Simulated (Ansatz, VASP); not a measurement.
**Cross-check of SrTiO3 between VASP and Ansatz**

Aim: how closely do two programs agree when they are given the same cell, functional and k mesh? The cell is the relaxed one of a volume series.

Calculated with Ansatz 0.2.0; plane waves, with VASP 6.6.1 beside it; single point at LDA and dielectric response at LDA.

## (1) Starting point

It takes space group Pm-3m (No. 221, cubic). Conventional cell: a = 3.861 Å, b = 3.861 Å, c = 3.861 Å, α = 90.00°, β = 90.00°, γ = 90.00°. Sr has 12 O at 2.73 Å nearest. Ti has 6 O at 1.93 Å nearest. O has 2 Ti at 1.93 Å and 4 Sr at 2.73 Å nearest. Farther neighbours and most contacts between anions are not listed.

## (2) VASP: single point, LDA

A single point gives forces, pressure and levels at one fixed geometry, so differences don't come from the geometry; what else differs is listed under the comparison.

Lines of VASP's logs that name or quote its potential files are left out, and so is its time.

The input asks for a relaxation, which ended at its first step since no free force or stress exceeded the threshold; so it serves as a single point.

INCAR

```
SYSTEM = SrTiO3
PREC = Accurate
ENCUT = 560
EDIFF = 1E-07
NELM = 100
ISMEAR = 0
SIGMA = 0.03
LREAL = .FALSE.
ALGO = Normal
GGA = CA
NBANDS = 26
LASPH = .TRUE.
LORBIT = 11
LWAVE = .FALSE.
LCHARG = .FALSE.
KPAR = 8
IBRION = 2
NSW = 50
ISIF = 4
EDIFFG = -0.003
```

POSCAR

```
SrTiO3
1.0
    3.8608000536      0.0000000000      0.0000000000
    0.0000000000      3.8608000536      0.0000000000
    0.0000000000      0.0000000000      3.8608000536
Sr Ti O
1 1 3
Direct
    0.5000000000      0.5000000000      0.5000000000
    0.0000000000      0.0000000000      0.0000000000
    0.5000000000      0.0000000000      0.0000000000
    0.0000000000      0.5000000000      0.0000000000
    0.0000000000      0.0000000000      0.5000000000
```

KPOINTS

```
Automatic mesh
0
Gamma
6 6 6
0 0 0
```

PAW data sets: Sr_sv, Ti_sv and O (LDA family, release 64).

Command:

```sh
> mpirun -np 8 vasp_std
```

Numbers of over 12 decimals in the logs are rounded to 6 here.

What it wrote:

```text
[banner, memory and clock lines left out]
running    8 mpi-ranks, on    1 nodes
 distrk:  each k-point on    1 cores,    8 groups
 distr:  one band on    1 cores,    1 groups

 POSCAR found type information on POSCAR SrTiO
 POSCAR found :  3 types and       5 ions
|                                                                             |
|           W    W    AA    RRRRR   N    N  II  N    N   GGGG   !!!           |
|           W    W   A  A   R    R  NN   N  II  NN   N  G    G  !!!           |
|           W    W  A    A  R    R  N N  N  II  N N  N  G       !!!           |
|           W WW W  AAAAAA  RRRRR   N  N N  II  N  N N  G  GGG   !            |
|           WW  WW  A    A  R   R   N   NN  II  N   NN  G    G                |
|           W    W  A    A  R    R  N    N  II  N    N   GGGG   !!!           |
|                                                                             |
|     For optimal performance we recommend to set                             |
|       NCORE = 2 up to number-of-cores-per-socket                            |
|     NCORE specifies how many cores store one orbital (NPAR=cpu/NCORE).      |
|     This setting can greatly improve the performance of VASP for DFT.       |
|     The default, NCORE=1 might be grossly inefficient on modern             |
|     multi-core architectures or massively parallel machines. Do your        |
|     Unfortunately you need to use the default for GW and RPA                |
|     calculations (for HF NCORE is supported but not extensively tested      |
|     yet).                                                                   |
|                                                                             |

 LDA part: xc-table for (Slater(with rela. corr.)+CA(PZ))
 , standard interpolation
 POSCAR, INCAR and KPOINTS ok, starting setup
 FFT: planning ... GRIDC
 FFT: planning ... GRID_SOFT
 FFT: planning ... GRID
 WAVECAR not read
 entering main loop
       N       E                     dE             d eps       ncg     rms          rms(c)
DAV:   1     0.432820728903E+03    0.43282E+03   -0.22137E+04  1040   0.176E+03
DAV:   2    -0.129983140055E+02   -0.44582E+03   -0.43109E+03  1232   0.471E+02
DAV:   3    -0.519506256275E+02   -0.38952E+02   -0.38780E+02  1258   0.139E+02
DAV:   4    -0.540359188234E+02   -0.20853E+01   -0.20824E+01  1704   0.276E+01
DAV:   5    -0.540803583600E+02   -0.44440E-01   -0.44419E-01  1420   0.336E+00    0.280E+01
DAV:   6    -0.443402452797E+02    0.97401E+01   -0.58088E+01  1502   0.699E+01    0.175E+01
DAV:   7    -0.442897941790E+02    0.50451E-01   -0.81125E+00  1320   0.219E+01    0.116E+01
DAV:   8    -0.442866544777E+02    0.31397E-02   -0.19294E+00  1314   0.144E+01    0.309E+00
DAV:   9    -0.441834406282E+02    0.10321E+00   -0.46040E-01  1286   0.722E+00    0.861E-01
DAV:  10    -0.441873945241E+02   -0.39539E-02   -0.11959E-01  1418   0.235E+00    0.788E-01
DAV:  11    -0.441795175812E+02    0.78769E-02   -0.50150E-02  1564   0.190E+00    0.158E-01
DAV:  12    -0.441793163793E+02    0.20120E-03   -0.27069E-03  1290   0.623E-01    0.524E-02
DAV:  13    -0.441793477873E+02   -0.31408E-04   -0.21894E-04  1454   0.128E-01    0.376E-02
DAV:  14    -0.441793370878E+02    0.10700E-04   -0.35412E-05  1512   0.458E-02    0.110E-02
DAV:  15    -0.441793360114E+02    0.10763E-05   -0.14309E-05  1524   0.287E-02    0.588E-03
DAV:  16    -0.441793358202E+02    0.19127E-06   -0.15718E-06  1380   0.134E-02    0.163E-03
DAV:  17    -0.441793358094E+02    0.10736E-07   -0.73556E-08   786   0.338E-03
   1 F= -.44179336E+02 E0= -.44179336E+02  d E =-.441793E+02
 curvature:   0.00 expect dE= 0.000E+00 dE for cont linesearch  0.000E+00
 trial: gam= 0.00000 g(F)=  0.000E+00 g(S)=  0.912E-33 ort = 0.000E+00 (trialstep = 0.100E+01)
 search vector abs. value=  0.100E-09
 reached required accuracy - stopping structural energy minimisation
```

Parts of OUTCAR (step 2):

```text
ion  position               nearest neighbor table
   1  0.500  0.500  0.500-   3 2.73   4 2.73   5 2.73   3 2.73   4 2.73   3 2.73   5 2.73   3 2.73
                             4 2.73   5 2.73   4 2.73   5 2.73   2 3.34   2 3.34   2 3.34   2 3.34
   2  0.000  0.000  0.000-   3 1.93   4 1.93   5 1.93   5 1.93   4 1.93   3 1.93   1 3.34   1 3.34
                             1 3.34   1 3.34   1 3.34   1 3.34   1 3.34   1 3.34
   3  0.500  0.000  0.000-   2 1.93   2 1.93   1 2.73   1 2.73   1 2.73   1 2.73
   4  0.000  0.500  0.000-   2 1.93   2 1.93   1 2.73   1 2.73   1 2.73   1 2.73
   5  0.000  0.000  0.500-   2 1.93   2 1.93   1 2.73   1 2.73   1 2.73   1 2.73

  LATTYP: Found a simple cubic cell.
 ALAT       =     3.8608000536

 Subroutine GETGRP returns: Found 48 space group operations
 (whereof 48 operations were pure point group operations)

The static configuration has the point symmetry O_h .

 Found     20 irreducible k-points:

   k-points           NKPTS =     20   k-points in BZ     NKDIM =     20   number of bands    NBANDS=     26

   dimension x,y,z NGX =    30 NGY =   30 NGZ =   30
   dimension x,y,z NGXF=    60 NGYF=   60 NGZF=   60

   ENCUT  =  560.0 eV  41.16 Ry    6.42 a.u.   7.45  7.45  7.45*2*pi/ulx,y,z

   NELECT =      40.0000    total number of electrons

 k-points in reciprocal lattice and weights: Automatic mesh
   0.00000000  0.00000000  0.00000000       0.005
   0.16666667  0.00000000  0.00000000       0.028
   0.33333333  0.00000000  0.00000000       0.028
   0.50000000  0.00000000  0.00000000       0.014
   0.16666667  0.16666667  0.00000000       0.056
   0.33333333  0.16666667  0.00000000       0.111
   0.50000000  0.16666667  0.00000000       0.056
   0.33333333  0.33333333  0.00000000       0.056
   0.50000000  0.33333333  0.00000000       0.056
[...]
0.50000000  0.50000000  0.33333333       0.028
   0.50000000  0.50000000  0.50000000       0.005

 average (electrostatic) potential at core
       1 -33.9746       2 -76.1338       3 -70.3851       4 -70.3851       5 -70.3851

 E-fermi :   4.4671

 k-point     1 :       0.0000    0.0000    0.0000
  band No.  band energies     occupation
    ...
     16       2.9176      2.00000
     17       2.9176      2.00000
     18       3.8299      2.00000
     19       3.8299      2.00000
     20       3.8299      2.00000
     21       5.9725      0.00000
     22       5.9725      0.00000
     23       5.9725      0.00000
     24       8.7338      0.00000
     25       8.7338      0.00000
    ...

 k-point     2 :       0.1667    0.0000    0.0000
  band No.  band energies     occupation
    ...
     16       2.5488      2.00000
     17       2.6565      2.00000
     18       3.0353      2.00000
     19       3.6710      2.00000
     20       3.6710      2.00000
     21       6.0195      0.00000
     22       6.6043      0.00000
     23       6.6043      0.00000
     24       8.7551      0.00000
     25       9.4870      0.00000
    ...

 k-point     3 :       0.3333    0.0000    0.0000
  band No.  band energies     occupation
    ...
     16       1.9477      2.00000
     17       1.9621      2.00000
     18       2.2070      2.00000
     19       3.4966      2.00000
     20       3.4966      2.00000
     21       6.1174      0.00000
     22       7.6209      0.00000
     23       7.6209      0.00000
     24       8.7707      0.00000
     25      10.5910      0.00000
    ...

  Total       -0.0033780     -0.0033780     -0.0033780      0.0000000      0.0000000     -0.0000000
  in kB       -0.0940442     -0.0940442     -0.0940442      0.0000000      0.0000000     -0.0000000
  external PRESSURE =      -0.0940442 kB  Pullay stress =       0.0000000 kB

  energy-cutoff  :      560.00
  volume of cell :       57.55
      direct lattice vectors                 reciprocal lattice vectors
     3.860800054  0.000000000  0.000000000     0.259013672  0.000000000  0.000000000
     0.000000000  3.860800054  0.000000000     0.000000000  0.259013672  0.000000000
     0.000000000  0.000000000  3.860800054     0.000000000  0.000000000  0.259013672

 POSITION                                       TOTAL-FORCE (eV/Angst)
 -----------------------------------------------------------------------------------
      1.93040      1.93040      1.93040         0.000000      0.000000      0.000000
      0.00000      0.00000      0.00000         0.000000      0.000000      0.000000
      1.93040      0.00000      0.00000         0.000000      0.000000      0.000000
      0.00000      1.93040      0.00000         0.000000      0.000000      0.000000
      0.00000      0.00000      1.93040         0.000000      0.000000      0.000000
 -----------------------------------------------------------------------------------
    total drift:                                0.000000     -0.000000      0.000000

  FREE ENERGIE OF THE ION-ELECTRON SYSTEM (eV)
  ---------------------------------------------------
  free  energy   TOTEN  =       -44.1793358094 eV

  energy  without entropy=      -44.1793358094  energy(sigma->0) =      -44.17933581

 reached required accuracy - stopping structural energy minimisation

 total charge
# of ion       s       p       d       tot
------------------------------------------
    1        2.000   5.790   0.223   8.012
    2        2.246   6.355   1.830  10.431
    3        1.552   3.487   0.000   5.039
    4        1.552   3.487   0.000   5.039
    5        1.552   3.487   0.000   5.039
--------------------------------------------------
tot          8.902  22.606   2.053  33.561

[... 3 further parts left out ...]
```

## (3) Ansatz: single point, LDA

Ansatz runs on its default PAW (the set named soft_2) files.

The same cell, functional (in two slightly different forms), mesh and smearing now go to Ansatz, which takes its cutoff from its data sets.

input.yaml

```yaml
crystal:
  lattice:
    - [3.86080005, 0.0, 0.0]
    - [0.0, 3.86080005, 0.0]
    - [0.0, 0.0, 3.86080005]
  atoms:
    - { symbol: Sr, position: [0.5, 0.5, 0.5] }
    - { symbol: Ti, position: [0.0, 0.0, 0.0] }
    - { symbol: O, position: [0.5, 0.0, 0.0] }
    - { symbol: O, position: [0.0, 0.5, 0.0] }
    - { symbol: O, position: [0.0, 0.0, 0.5] }
hamiltonian:
  xc: lda
  pseudopotentials: { kind: paw }
kpoints:
  mp_grid: { grid: [6, 6, 6] }
scf:
  occupations: { method: gaussian, width: 0.03 }
  n_extra_bands: 5
output:
  forces: true
  stress: true
  eigenvalues: true
```

Command:

```sh
> ansatz run input.yaml --threads 2 --pin off --max-ram 4608MiB --backend cpu --events-out ev --progress --plain --runs-dir out
```

What it wrote:

```text
scf.n_extra_bands = 5 over 20 filled bands (N_el = 40.0): the run solves 25 bands
Engine: ansatz 0.2.0, aarch64-unknown-linux-gnu
Pseudopotentials: kind: paw
Pseudopotential: Sr, paw, valence charge 10, recommended cutoff 420 eV (normal), Sr.paw.azcp
Pseudopotential: Ti, paw, valence charge 12, recommended cutoff 420 eV (normal), Ti.paw.azcp
Pseudopotential: O, paw, valence charge 6, recommended cutoff 420 eV (normal), O.paw.azcp
Functional definition: SPW92
  exchange = slater_x
  correlation = pw_c
Crystal: 5 atoms, lattice volume = 57.548 Å³
Basis set: ecut = 420 eV, 1141 PW (Γ)
Bands: 25, of which v1, the nominal top of the filled ones, is band 20 counted from 1 (19 counted from 0)
Symmetry: 48 space group operations
Space group: Pm-3m (ITA 221), of the structure as read, at distance tolerance 3.9e-5 Å
k-points: 20 of 216
Non-local potential: Sr, projectors of the file, l = 0: 3, l = 1: 2, l = 2: 2
Non-local potential: Ti, projectors of the file, l = 0: 3, l = 1: 2, l = 2: 3, l = 3: 1
Non-local potential: O, projectors of the file, l = 0: 2, l = 1: 2, l = 2: 1
PAW form: soft (Blöchl's): semilocal exchange-correlation on the pseudo side does not see the compensation charge
PAW frozen core: Sr, regenerated for the run's functional, and the local potential with it (the file was generated under x = pbe(κ = 0.804, μ = 0.219515), c = pbe(β = 0.066725))
PAW frozen core: Ti, regenerated for the run's functional, and the local potential with it (the file was generated under x = pbe(κ = 0.804, μ = 0.219515), c = pbe(β = 0.066725))
PAW frozen core: O, regenerated for the run's functional, and the local potential with it (the file was generated under x = pbe(κ = 0.804, μ = 0.219515), c = pbe(β = 0.066725))
PAW one-centre angular grid: Sr, 110 points (default); XC on 64 Gauss nodes
PAW one-centre angular grid: Ti, 590 points (default); XC on 64 Gauss nodes
PAW one-centre angular grid: O, 110 points (default); XC on 64 Gauss nodes
Initial density: superposition of atomic densities (neutral atoms: chi_scale 0, normalization atom), corrected by the library's trained network
Initial wavefunctions: pseudopotential atomic-orbital guess
Functional: x = slater, c = lda
SCF iter   1: F=—  HF=-7569.464005 eV  |F-HF|=—  |Δ(HF+E_count)|=         —  Δρ=1.88e-2  dr2=1.89e-1  ethr=1.77e-3  ⟨swp⟩=7.3  Hψ=2628  notcnv=0
preconditioner: auto → Resta (q_TF=auto, 2.568 Å⁻¹)  ε∞=5.7  [insulator: Δε(μ)=1.588 eV  Ē_g=12.302 eV  σ=0.030 eV  W_gap=1.00  n_scr=18 (ndim 8)  ℏωp=26.8 eV  f_vac=0.000  D(μ)=0.00/eV (n_scr^D=0)  ε∞_Penn≈5.7]
SCF iter   2: F=—  HF=-7569.427984 eV  |F-HF|=—  |Δ(HF+E_count)|=   3.60e-2  Δρ=5.91e-3  dr2=2.15e-2  ethr=4.71e-4  ⟨swp⟩=2.2  Hψ=901  notcnv=0  defer=19
SCF iter   3: F=—  HF=-7569.424028 eV  |F-HF|=—  |Δ(HF+E_count)|=   3.96e-3  Δρ=1.90e-3  dr2=2.03e-3  ethr=5.37e-5  ⟨swp⟩=2.0  Hψ=728  notcnv=0  defer=20
SCF iter   4: F=—  HF=-7569.423599 eV  |F-HF|=—  |Δ(HF+E_count)|=   4.29e-4  Δρ=1.46e-4  dr2=8.25e-6  ethr=5.07e-6  ⟨swp⟩=1.9  Hψ=541  notcnv=0  defer=20
SCF iter   5: F=—  HF=-7569.423602 eV  |F-HF|=—  |Δ(HF+E_count)|=   3.07e-6  Δρ=2.46e-5  dr2=2.76e-7  ethr=2.06e-8  ⟨swp⟩=2.1  Hψ=814  notcnv=0  defer=20
SCF iter   6: F=-7569.423603 eV  HF=-7569.423602 eV  |F-HF|=2.90e-9  |Δ(HF+E_count)|=   1.07e-7  Δρ=5.78e-6  dr2=1.41e-8  ethr=2.50e-10  ⟨swp⟩=9.7  Hψ=2475  notcnv=0
SCF 1 converged in 6 iterations: F = -7569.423603 eV  dr2 = 1.41e-8
  greatest PAW one-centre occupation: 0.999 electrons in one spin orbital (limit 2), on the Ti atom at site 1 (counted from 0), in its partial waves of l = 0
SCF converged after 6 iterations
Free energy (F): -7569.423603 eV
Harris-Foulkes:  -7569.423602 eV  (|F-HF|=2.90e-9)
Internal energy: -7569.423603 eV  (E = F + TS)
E sigma→0 (E₀):  -7569.423603 eV
Fermi energy:    11.017464 eV
--- Per-component energies (eV) ---
  E_band       = -194.949090
  E_kinetic    = 1047.058898
  E_local      = -2345.693037  (includes V_loc(G=0)·N_el)
  E_nonlocal   = 361.825521
  E_hartree    = 816.323301
  E_xc         = -490.412390
  E_vxc        = -569.265910  (∫ρ·V_xc dr)
  E_paw        = -4035.041439  (= ΣΔE_a)
  E_vpaw       = -321.530207  (= ΣTr[D̂ρ^β])
  E_aug_tail   = 0.007693  (compensation charges beyond the density's cutoff)
  E_ewald      = -2924.403000
  E_core_change = 0.910850  (= ΣΔE_core)
  E_smearing   = -0.000000  (= −TS)
  E_closure    = -0.000000  (closes the sum)
  Σ components = -7569.423603   (vs F -7569.423603, Δ=0.00e0)
--- Forces (eV/Å), atoms counted from 1 ---
  atom   1  Sr    -0.00000000     0.00000000    -0.00000000
  atom   2  Ti    -0.00000000     0.00000000    -0.00000000
  atom   3  O     -0.00000000    -0.00000000    -0.00000000
  atom   4  O      0.00000000     0.00000000     0.00000000
  atom   5  O      0.00000000     0.00000000     0.00000000
  max |Σ_I F_I| component: 3.83e-30 eV/Å
--- Stress (GPa, compression-positive) ---
       -1.025652       0.000000      -0.000000
        0.000000      -1.025652       0.000000
       -0.000000       0.000000      -1.025652
  P = ⅓ Tr σ = -1.0257 GPa (-10.257 kbar)
--- Band table (eV; the first three rows and the last of 20) ---
  k-point 0: bands = [... 16 lower, 8.8480, 9.7714, 9.7714, 9.7714, 11.9386, 11.9386, 11.9386, 14.7087, ... 1 higher]
  k-point 1: bands = [... 16 lower, 8.5937, 8.9775, 9.6132, 9.6132, 11.9842, 12.5659, 12.5659, 14.7283, ... 1 higher]
  k-point 2: bands = [... 16 lower, 7.9035, 8.1533, 9.4392, 9.4392, 12.0790, 13.5788, 13.5788, 14.7429, ... 1 higher]
  k-point 19: bands = [... 16 lower, 6.2345, 10.0963, 10.0963, 10.0963, 14.7705, 14.7705, 14.7705, 17.1243, ... 1 higher]
```

Run time: 1.9 s. Hardware: 2 threads of Arm Neoverse N1, shared host; peak memory 0.32 GiB.

Reading the cycles: dr2 is the Hartree energy of the density residual (eV), the measure of convergence; HF is the Harris–Foulkes estimate of the energy, which meets the free energy F at convergence.

The run ends at a pressure of -1.03 GPa.

## (4) Side by side

Known differences besides the potentials themselves: the two LDA forms differ slightly; the cutoff is 420 eV in Ansatz and 560 eV in VASP; VASP's log shows a relativistic correction to its local exchange, Ansatz's none. Total energies have different zeros and are not compared.

The two programs side by side:

| quantity | Ansatz | VASP | difference |
| --- | --- | --- | --- |
| pressure (GPa) | -1.03 | -0.01 | -1.02 |
| pressure without Ansatz's Pulay correction (GPa) | -1.85 | -0.01 | -1.85 |
| gap on the k mesh (eV) | 1.842 | 1.807 | +0.036 |

A gap on the mesh is an upper bound, since the band edges may lie between its points. Ansatz's pressure holds a Pulay correction of 0.83 GPa; VASP's holds none.

## (5) Further runs

Further runs change the set-up of one program: Ansatz's method, potentials or start, or VASP's data sets, cutoff or form of LDA. The table gives Ansatz less VASP for each quantity, since a change that brings one quantity closer may part another.

| run | pressure (GPa) | gap on the k mesh (eV) | pressure without Ansatz's Pulay correction (GPa) |
| --- | --- | --- | --- |
| as above | -1.0 | 0.036 | -1.8 |
| cores kept as stored | -0.81 | 0.032 | -1.6 |
| Ansatz's all-electron LAPW method | -0.89 | 0.031 |  |
| Ansatz's larger PAW set (cutoff 910 eV) | -0.87 | 0.031 | -0.94 |
| norm-conserving potentials (cutoff 1143 eV) | -1.3 | 0.061 |  |

[end of part 1 of 2]

[Lines on the potential files, build, host, timing and source positions are cut from VASP's logs without a mark.]

[Logs are printed without paths, hosts, clocks, repeated set-up lines and the standing remarks that a program may print on its own settings, such as how far it seeks lower states.]

[Hosts, paths, dates, database ids (printed as entryN), source tags and the programs' standing remarks are cut or masked in the printed files.]
